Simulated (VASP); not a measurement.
Crystal: MoS2.

```
CELL_PARAMETERS angstrom
3.16100 0.00000 0.00000
-1.58050 2.73751 0.00000
0.00000 0.00000 12.90975
ATOMIC_POSITIONS crystal
Mo 0.33333 0.66667 0.25000
Mo 0.66667 0.33333 0.75000
S 0.66667 0.33333 0.37123
S 0.66667 0.33333 0.12877
S 0.33333 0.66667 0.87123
S 0.33333 0.66667 0.62877
```

The cell was built by a generator and needn't be a form met in nature.

Base run:

```yaml
Program: VASP 6.6.1
Functional: vdW-DF2
Potentials_or_basis: VASP PAW PBE potentials, release 64 (Mo_sv, S)
Cutoff: 520 eV
k_mesh: 8 × 8 × 2
Occupations: fermi-dirac, width 0.05 eV
Spin: no spin polarisation
```

Its results: band gap on the k mesh 1.20 eV, indirect (least direct gap 1.97 eV); pressure 12.0 GPa; largest force 1.039 eV/Å.

Q: After a change of settings the same cell gave: band gap on the k mesh 1.21 eV, indirect (least direct gap 1.99 eV); pressure 0.5 GPa; largest force 0.169 eV/Å. Which change was it?
A. functional from vdW-DF2 to optB86b-vdW
B. functional from vdW-DF2 to LDA; potentials or basis from VASP PAW PBE potentials, release 64 (Mo_sv, S) to VASP PAW LDA potentials, release 64 (Mo_sv, S)
C. functional from vdW-DF2 to PBE; dispersion from none to D4
D. functional from vdW-DF2 to PBEsol

A: A.

Caveats: the PAW data sets were made with another functional, which shifts forces and pressure a little.
